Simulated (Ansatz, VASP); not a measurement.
**BN: VASP beside Ansatz**

One calculation is typed for both programs; each brings its own data sets. How far apart do they land? The cell is taken from a series of runs on this material, whose earlier steps may have relaxed, scaled, displaced or heated it; both programs get it as it stands.

Calculated with Ansatz 0.2.0; plane waves, with VASP 6.6.1 beside it; single point at PBE.

## Step 1: Set-up

Symmetry: P6_3/mmc, No. 194, hexagonal system. The conventional cell has a = 2.506 Å, b = 2.506 Å, c = 6.618 Å, α = 90.00°, β = 90.00°, γ = 120.00°. Nearest to B lie 3 N at 1.45 Å. N has 3 B at 1.45 Å nearest. Farther neighbours and most contacts between anions are not listed.

Coordinates:

```xyz
4
Lattice="2.5065 0.0000 0.0000 -1.2532 2.1707 0.0000 0.0000 0.0000 6.6182" Properties=species:S:1:pos:R:3 pbc="T T T"
B     0.0000    1.4471    1.6546
B     1.2532    0.7236    4.9637
N     0.0000    1.4471    4.9637
N     1.2532    0.7236    1.6546
```

## Step 2: VASP: single point, PBE

A single point gives forces, pressure and levels at one fixed geometry, so differences don't come from the geometry; what else differs is listed under the comparison.

Lines of VASP's logs that name or quote its potential files are left out, and so is its time.

INCAR

```
SYSTEM = BN
PREC = Accurate
ENCUT = 520
EDIFF = 1E-06
NELM = 120
ISMEAR = -1
SIGMA = 0.02
LREAL = .FALSE.
ALGO = Normal
GGA = PE
NBANDS = 14
LORBIT = 11
LWAVE = .FALSE.
LCHARG = .FALSE.
ISIF = 2
LASPH = .TRUE.
GGA_COMPAT = .FALSE.
EFERMI = MIDGAP
```

POSCAR

```
BN
1.0
    2.5064595797      0.0000000000      0.0000000000
   -1.2532297898      2.1706576696      0.0000000000
    0.0000000000      0.0000000000      6.6182442816
B N
2 2
Direct
    0.3333333333      0.6666666667      0.2500000000
    0.6666666667      0.3333333333      0.7500000000
    0.3333333333      0.6666666667      0.7500000000
    0.6666666667      0.3333333333      0.2500000000
```

KPOINTS

```
Automatic mesh
0
Gamma
12 12 4
0 0 0
```

The projector-augmented-wave data sets are B and N (PBE family, release 64).

Run with:

```sh
mpirun -np 1 vasp_std
```

Numbers of over 12 decimals in the logs are rounded to 6 here.

The log of the run:

```text
[banner, memory and clock lines left out]
running    1 mpi-ranks, on    1 nodes
 distrk:  each k-point on    1 cores,    1 groups
 distr:  one band on    1 cores,    1 groups

 POSCAR found type information on POSCAR B N
 POSCAR found :  2 types and       4 ions
 LDA part: xc-table for (Slater+PW92), standard interpolation
 POSCAR, INCAR and KPOINTS ok, starting setup
 FFT: planning ... GRIDC
 FFT: planning ... GRID_SOFT
 FFT: planning ... GRID
 WAVECAR not read
 entering main loop
       N       E                     dE             d eps       ncg     rms          rms(c)
DAV:   1     0.548007820813E+02    0.54801E+02   -0.81987E+03  1636   0.106E+03
DAV:   2    -0.348638313835E+02   -0.89665E+02   -0.80597E+02  2152   0.240E+02
DAV:   3    -0.386537242635E+02   -0.37899E+01   -0.37722E+01  2058   0.510E+01
DAV:   4    -0.386862500660E+02   -0.32526E-01   -0.32500E-01  1922   0.504E+00
DAV:   5    -0.386866414660E+02   -0.39140E-03   -0.39137E-03  2058   0.542E-01    0.112E+01
DAV:   6    -0.355055094319E+02    0.31811E+01   -0.63437E+00  1962   0.200E+01    0.506E+00
DAV:   7    -0.352295465998E+02    0.27596E+00   -0.52813E-01  2010   0.590E+00    0.314E+00
DAV:   8    -0.351549709939E+02    0.74576E-01   -0.26116E-01  1884   0.361E+00    0.441E-01
DAV:   9    -0.351509155853E+02    0.40554E-02   -0.14715E-02  1836   0.101E+00    0.190E-01
DAV:  10    -0.351518218312E+02   -0.90625E-03   -0.12704E-03  1746   0.290E-01    0.345E-02
DAV:  11    -0.351519264623E+02   -0.10463E-03   -0.12052E-04  1974   0.947E-02    0.244E-02
DAV:  12    -0.351519323012E+02   -0.58389E-05   -0.28669E-05  1692   0.422E-02    0.362E-03
DAV:  13    -0.351519324412E+02   -0.13997E-06   -0.96191E-07  1674   0.808E-03
   1 F= -.35151932E+02 E0= -.35151932E+02  d E =0.000000E+00
```

From OUTCAR (step 2):

```text
ion  position               nearest neighbor table
   1  0.333  0.667  0.250-   4 1.45   4 1.45   4 1.45
   2  0.667  0.333  0.750-   3 1.45   3 1.45   3 1.45
   3  0.333  0.667  0.750-   2 1.45   2 1.45   2 1.45
   4  0.667  0.333  0.250-   1 1.45   1 1.45   1 1.45

  LATTYP: Found a hexagonal cell.
 ALAT       =     2.5064595797
 C/A-ratio  =     2.6404751687

 Subroutine GETGRP returns: Found 24 space group operations
 (whereof 12 operations were pure point group operations)

The static configuration has the point symmetry D_3d.
 The point group associated with its full space group is D_6h.

 Found     57 irreducible k-points:

   k-points           NKPTS =     57   k-points in BZ     NKDIM =     57   number of bands    NBANDS=     14

   dimension x,y,z NGX =    20 NGY =   20 NGZ =   50
   dimension x,y,z NGXF=    40 NGYF=   40 NGZF=  100

   ENCUT  =  520.0 eV  38.22 Ry    6.18 a.u.   4.66  4.66 12.31*2*pi/ulx,y,z

   NELECT =      16.0000    total number of electrons

 k-points in reciprocal lattice and weights: Automatic mesh
   0.00000000  0.00000000  0.00000000       0.002
   0.08333333  0.00000000  0.00000000       0.010
   0.16666667  0.00000000  0.00000000       0.010
   0.25000000  0.00000000  0.00000000       0.010
   0.33333333  0.00000000  0.00000000       0.010
   0.41666667  0.00000000  0.00000000       0.010
   0.50000000  0.00000000  0.00000000       0.005
   0.08333333  0.08333333  0.00000000       0.010
   0.16666667  0.08333333  0.00000000       0.021
[...]
0.33333333  0.25000000  0.50000000       0.021
   0.33333333  0.33333333  0.50000000       0.003

 average (electrostatic) potential at core
       1 -28.9781       2 -28.9781       3 -64.8756       4 -64.8756

 E-fermi :   4.4204

 k-point     1 :       0.0000    0.0000    0.0000
  band No.  band energies     occupation
    ...
      4      -1.7640      2.00000
      5       0.9532      2.00000
      6       0.9532      2.00000
      7       0.9918      2.00000
      8       0.9918      2.00000
      9       7.5692      0.00000
     10      12.6330      0.00000
     11      13.8097      0.00000
     12      13.8097      0.00000
     13      13.9372      0.00000
    ...

 k-point     2 :       0.0833    0.0000    0.0000
  band No.  band energies     occupation
    ...
      4      -1.5972      2.00000
      5       0.3957      2.00000
      6       0.4300      2.00000
      7       0.6931      2.00000
      8       0.7361      2.00000
      9       7.8176      0.00000
     10      12.5342      0.00000
     11      13.6497      0.00000
     12      13.8549      0.00000
     13      14.4022      0.00000
    ...

 k-point     3 :       0.1667    0.0000    0.0000
  band No.  band energies     occupation
    ...
      4      -1.1069      2.00000
      5      -1.0185      2.00000
      6      -0.9768      2.00000
      7       0.0610      2.00000
      8       0.1123      2.00000
      9       8.4674      0.00000
     10      12.1197      0.00000
     11      13.2492      0.00000
     12      13.4055      0.00000
     13      13.7708      0.00000
    ...

  Total        0.6057569      0.6057569      0.6588483      0.0000000     -0.0000000      0.0000000
  in kB       26.9534330     26.9534330     29.3157609      0.0000000     -0.0000000      0.0000000
  external PRESSURE =      27.7408756 kB  Pullay stress =       0.0000000 kB

  energy-cutoff  :      520.00
  volume of cell :       36.01
      direct lattice vectors                 reciprocal lattice vectors
     2.506459580  0.000000000  0.000000000     0.398969131  0.230344935  0.000000000
    -1.253229790  2.170657670  0.000000000     0.000000000  0.460689870  0.000000000
     0.000000000  0.000000000  6.618244282     0.000000000  0.000000000  0.151097475

 POSITION                                       TOTAL-FORCE (eV/Angst)
 -----------------------------------------------------------------------------------
     -0.00000      1.44711      1.65456        -0.000000     -0.000000      0.000000
      1.25323      0.72355      4.96368         0.000000      0.000000      0.000000
     -0.00000      1.44711      4.96368        -0.000000      0.000000      0.000000
      1.25323      0.72355      1.65456         0.000000      0.000000      0.000000
 -----------------------------------------------------------------------------------
    total drift:                               -0.000000      0.000000      0.000000

  FREE ENERGIE OF THE ION-ELECTRON SYSTEM (eV)
  ---------------------------------------------------
  free  energy   TOTEN  =       -35.1519324412 eV

  energy  without entropy=      -35.1519324412  energy(sigma->0) =      -35.15193244

 total charge
# of ion       s       p       d       tot
------------------------------------------
    1        0.743   1.422   0.000   2.165
    2        0.743   1.422   0.000   2.165
    3        1.225   2.796   0.000   4.021
    4        1.225   2.796   0.000   4.021
--------------------------------------------------
tot          3.937   8.435   0.000  12.372

[... 3 further parts left out ...]
```

The run ends at a pressure of 2.77 GPa.

## Step 3: Ansatz: single point, PBE

Ansatz runs on its default PAW (the set named soft_2) files.

The same cell, functional, mesh and smearing now go to Ansatz, which takes its cutoff from its data sets.

input.yaml

```yaml
crystal:
  lattice:
    - [2.5064595797, 0.0, 0.0]
    - [-1.2532297898, 2.1706576696, 0.0]
    - [0.0, 0.0, 6.6182442816]
  atoms:
    - { symbol: B, position: [0.3333333333, 0.6666666667, 0.25] }
    - { symbol: B, position: [0.6666666667, 0.3333333333, 0.75] }
    - { symbol: "N", position: [0.3333333333, 0.6666666667, 0.75] }
    - { symbol: "N", position: [0.6666666667, 0.3333333333, 0.25] }
kpoints:
  mp_grid: { grid: [12, 12, 4] }
  band_path:
    path:
      - [[0.0, 0.0, 0.0], [0.5, 0.0, 0.0], [0.33333333, 0.33333333, 0.0], [0.0, 0.0, 0.0], [0.0, 0.0, 0.5], [0.5, 0.0, 0.5], [0.33333333, 0.33333333, 0.5], [0.0, 0.0, 0.5]]
      - [[0.5, 0.0, 0.5], [0.5, 0.0, 0.0]]
      - [[0.33333333, 0.33333333, 0.5], [0.33333333, 0.33333333, 0.0]]
    npoints: 10
hamiltonian:
  xc: pbe
scf:
  occupations: { method: fermi_dirac, width: 0.02 }
  n_extra_bands: 5
output:
  eigenvalues: true
  write_density: true
  write_potential: true
  elf: true
  volumetric_format: npy
```

Run with:

```sh
ansatz run input.yaml --threads 2 --pin off --max-ram 92160MiB --backend cuda --devices 1 --max-vram 13GiB --events-out ev --progress --plain --runs-dir out
```

The log of the run:

```text
scf.n_extra_bands = 5 over 8 filled bands (N_el = 16.0): the run solves 13 bands
GPUs: using 1 of 1 available (devices: 1).
Engine: ansatz 0.2.0, x86_64-unknown-linux-gnu
Pseudopotentials: kind: paw
Pseudopotential: B, paw, valence charge 3, recommended cutoff 420 eV (normal), B.paw.azcp
Pseudopotential: N, paw, valence charge 5, recommended cutoff 420 eV (normal), N.paw.azcp
Functional definition: PBE
  parameter kappa = 0.804
  parameter beta = 0.066725
  exchange = pbe_x(kappa = kappa, mu = beta*pi^2/3)
  correlation = pbe_c(beta = beta)
device memory: the entry about to start is reckoned to put 1.2 GiB on a device that reports 57.6 GiB free (of which the cap on the GPU budget leaves the run 13.0 GiB)
GPU FFT provider: cuFFT
GPU libraries: cuBLAS 13.8.2, cuFFT 12.4.0, cuSOLVER 12.3.4
Crystal: 4 atoms, lattice volume = 36.008 Å³
Basis set: ecut = 420 eV, 713 PW (Γ)
Bands: 13, of which v1, the nominal top of the filled ones, is band 8 counted from 1 (7 counted from 0)
Symmetry: 24 space group operations
Space group: P63/mmc (ITA 194), of the structure as read, at distance tolerance 3.3e-5 Å
k-points: 57 of 576
Non-local potential: B, projectors of the file, l = 0: 2, l = 1: 2, l = 2: 1
Non-local potential: N, projectors of the file, l = 0: 2, l = 1: 2, l = 2: 1
PAW form: soft (Blöchl's): semilocal exchange-correlation on the pseudo side does not see the compensation charge
PAW one-centre angular grid: B, 110 points (default); XC on 64 Gauss nodes
PAW one-centre angular grid: N, 110 points (default); XC on 64 Gauss nodes
Initial density: superposition of atomic densities (neutral atoms: chi_scale 0, normalization atom), corrected by the library's trained network
Initial wavefunctions: pseudopotential atomic-orbital guess
GPU buffer pool allocated for 14580 grid points (all kernels)
GPU transforms: local potential and band sums: pruned to the plane-wave sphere, on 18×18×45
Functional: x = pbe(κ = 0.804, μ = 0.219515), c = pbe(β = 0.066725)
SCF iter   1: F=—  HF=-1084.804943 eV  |F-HF|=—  |Δ(HF+E_count)|=         —  Δρ=1.48e-3  dr2=2.02e-4  ethr=1.77e-3  ⟨swp⟩=6.1  Hψ=4491  notcnv=0
preconditioner: auto → none  [insulator: Δε(μ)=4.269 eV  Ē_g=16.574 eV  σ=0.020 eV  W_gap=1.00  n_scr=4 (ndim 8)  ℏωp=24.8 eV  f_vac=0.020  D(μ)=0.00/eV (n_scr^D=0)  ε∞_Penn≈3.2]
SCF iter   2: F=—  HF=-1084.805985 eV  |F-HF|=—  |Δ(HF+E_count)|=   1.04e-3  Δρ=7.49e-4  dr2=4.19e-5  ethr=1.26e-6  ⟨swp⟩=2.0  Hψ=1825  notcnv=0  defer=37
SCF iter   3: F=—  HF=-1084.806299 eV  |F-HF|=—  |Δ(HF+E_count)|=   3.14e-4  Δρ=3.48e-4  dr2=8.84e-6  ethr=2.62e-7  ⟨swp⟩=2.0  Hψ=1077  notcnv=0  defer=37
iter 4 did not close the SCF: its close was put off for the readings that it lacked (scf_convergence_deferred on its scf_iter line)
SCF iter   4: F=-1084.806378 eV  HF=-1084.806378 eV  |F-HF|=1.72e-7  |Δ(HF+E_count)|=   7.91e-5  Δρ=1.82e-5  dr2=4.53e-8  ethr=5.53e-8  ⟨swp⟩=2.1  Hψ=1146  notcnv=0  defer=37
iter 5 did not close the SCF: its close was put off for the readings that it lacked (scf_convergence_deferred on its scf_iter line)
SCF iter   5: F=-1084.806378 eV  HF=-1084.806378 eV  |F-HF|=1.56e-8  |Δ(HF+E_count)|=   1.81e-7  Δρ=5.04e-6  dr2=4.06e-9  ethr=2.83e-10  ⟨swp⟩=2.0  Hψ=1133  notcnv=0  defer=37
SCF iter   6: F=-1084.806378 eV  HF=-1084.806378 eV  |F-HF|=3.30e-10  |Δ(HF+E_count)|=   1.76e-8  Δρ=7.68e-7  dr2=9.40e-11  ethr=2.54e-11  ⟨swp⟩=4.2  Hψ=2890  notcnv=0
SCF 1 converged in 6 iterations: F = -1084.806378 eV  dr2 = 9.40e-11
  greatest PAW one-centre occupation: 0.797 electrons in one spin orbital (limit 2), on the N atom at site 3 (counted from 0), in its partial waves of l = 0
device memory: the entry about to start is reckoned to put 0.8 GiB on a device that reports 57.5 GiB free (of which the cap on the GPU budget leaves the run 13.0 GiB)
NSCF: frozen V_eff on 93 k-points, pencils in batches of 32, up to order 60
SCF converged after 6 iterations
Free energy (F): -1084.806378 eV
Harris-Foulkes:  -1084.806378 eV  (|F-HF|=3.30e-10)
Internal energy: -1084.806378 eV  (E = F + TS)
E sigma→0 (E₀):  -1084.806378 eV
Fermi energy:    6.916294 eV
--- Per-component energies (eV) ---
  E_band       = -37.552406
  E_kinetic    = 366.649342
  E_local      = -689.185948  (includes V_loc(G=0)·N_el)
  E_nonlocal   = 115.600654
  E_hartree    = 221.908227
  E_xc         = -184.393034
  E_vxc        = -228.772692  (∫ρ·V_xc dr)
  E_paw        = -413.613016  (= ΣΔE_a)
  E_vpaw       = -45.660506  (= ΣTr[D̂ρ^β])
  E_aug_tail   = 0.000205  (compensation charges beyond the density's cutoff)
  E_ewald      = -501.772808
  E_smearing   = -0.000000  (= −TS)
  E_closure    = 0.000000  (closes the sum)
  Σ components = -1084.806378   (vs F -1084.806378, Δ=0.00e0)
--- Band table (eV; the first three rows and the last of 57) ---
  k-point 0: bands = [... 4 lower, 3.4300, 3.4300, 3.4674, 3.4674, 10.0464, 15.1072, 16.3119, 16.3119, ... 1 higher]
  k-point 1: bands = [... 4 lower, 3.4357, 3.4357, 3.4627, 3.4627, 10.7515, 14.2171, 16.3304, 16.3304, ... 1 higher]
  k-point 2: bands = [... 4 lower, 3.4489, 3.4489, 3.4489, 3.4489, 12.4238, 12.4238, 16.3745, 16.3745, ... 1 higher]
  k-point 56: bands = [... 4 lower, -2.3835, -2.3835, 4.7622, 4.7622, 9.3998, 9.3998, 16.7738, 16.7738, ... 1 higher]
```

In the SCF lines HF is the Harris–Foulkes energy and dr2 the Hartree energy of the density residual, in eV; the loop may stop once dr2 is under the threshold and the program's other checks hold. Hψ counts applications of the Hamiltonian.

## Step 4: Comparison

Known differences besides the potentials themselves: the cutoff is 420 eV in Ansatz and 520 eV in VASP. Total energies have different zeros and are not compared.

Both answers:

```tsv
quantity	Ansatz	VASP	difference
gap on the k mesh (eV)	4.274	4.267	+0.007
```

A gap on the mesh is an upper bound, since the band edges may lie between its points.

## Step 5: Results

| Property | Result |
| --- | --- |
| difference in gap on the k mesh (single point, PBE) | 0.0072 eV |

What this shows: The difference in gap on the k mesh is 0.0072 eV (single point, PBE), within the 0.08 eV picked in this series as the mark of a large difference. Such differences can come from data sets, numerical settings and the points named under the comparisons, not from the functional's error against experiment.

[Lines on the potential files, build, host, timing and source positions are cut from VASP's logs without a mark.]

[Logs are printed without paths, hosts, clocks, repeated set-up lines and the standing remarks that a program may print on its own settings, such as how far it seeks lower states.]

[Hosts, paths, dates, database ids (printed as entryN), source tags and the programs' standing remarks are cut or masked in the printed files.]
